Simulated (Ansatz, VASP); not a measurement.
## HfGe: VASP beside Ansatz

File INCAR:

```
SYSTEM = HfGe
ALGO = Normal
EDIFF = 1E-7
ENCUT = 520
GGA = PE
ISIF = 2
ISMEAR = -1
LASPH = .TRUE.
LCHARG = .FALSE.
LREAL = .FALSE.
LWAVE = .FALSE.
NELM = 100
PREC = Accurate
SIGMA = 0.05
```

KPOINTS

```
k-points
0
G
  8 8 7
  0 0 0
```

Contents of POSCAR:

```
HfGe
1.0
    3.2196660000      0.0000000000      0.0000000000
    0.0000000000      3.2196660000      0.0000000000
    0.0000000000      0.0000000000      4.1084277000
Hf Ge
1 1
Direct
    0.5000000000      0.5000000000      0.0000000000
    0.0000000000      0.0000000000      0.0000000000
```

input.yaml

```yaml
crystal:
  lattice:
    - [3.219666, 0.0, 0.0]
    - [0.0, 3.219666, 0.0]
    - [0.0, 0.0, 4.1084277]
  atoms:
    - { symbol: Hf, position: [0.5, 0.5, 0.0] }
    - { symbol: Ge, position: [0.0, 0.0, 0.0] }
hamiltonian:
  xc: pbe
  pseudopotentials: { kind: paw }
kpoints:
  mp_grid: { grid: [8, 8, 7] }
scf:
  occupations: { method: fermi_dirac, width: 0.05 }
output:
  forces: true
  stress: true
  eigenvalues: true
```

Change from the starting cell: strain = 0.0.

Alike in both runs: task single point; functional PBE; k mesh 8 × 8 × 7; occupations fermi-dirac, width 0.05 eV; no spin polarisation.

|  | VASP | Ansatz |
| --- | --- | --- |
| version | VASP 6.6.1 | Ansatz 0.2.0 |
| potentials or method | VASP PAW PBE potentials, release 64 (Hf_pv, Ge_d) | Ansatz PAW |
| plane-wave cutoff (eV) | 520 | 420 |
| valence electrons in the cell | 24 | 40 |

```csv
,VASP,Ansatz,Ansatz less VASP
gap on the k mesh at the Fermi level (eV),none,none,-
pressure (GPa),61.3,61.1,-0.13
largest component of the traceless stress (GPa),62.96,62.89,-0.068
```

A gap of «none» marks a metal or a gap that the smearing closes. With one functional, cell and mesh, what is left measures potentials, basis and numerics. The two sets of potentials don't hold the same shells in valence.

Caveats: the cell as given lies far from equilibrium. The runs have no spin-orbit coupling, so splittings on Hf are missing.
